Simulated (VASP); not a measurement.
Data:

```yaml
crystal:
  lattice:
    - [0.00000, 3.02544, 3.02544]
    - [3.02544, 0.00000, 3.02544]
    - [3.02544, 3.02544, 0.00000]
  atoms:
    - { symbol: Pb, position: [0.00000, 0.00000, 0.00000] }
    - { symbol: Se, position: [0.50000, 0.50000, 0.50000] }
```

These are r2SCAN meta-GGA, VASP's PBE PAW potentials (set 64) (plane waves; VASP) values and carry that method's errors. Numerical set-up: 520 eV cut-off, 7×7×7 Γ-centred mesh, Gaussian smearing of 0.050 eV, potentials Pb_d Se.

**Question.** Give the stress tensor in GPa (positive for a compressed cell).

**Answer.** 
```
3.65  0.00  0.00
0.00  3.65  0.00
0.00  0.00  3.65
```
The pressure is its mean diagonal, 3.65 GPa.

The compound is PbSe in the rock salt structure. This cell is one point of a volume scan, at 0.94 of the reference volume.
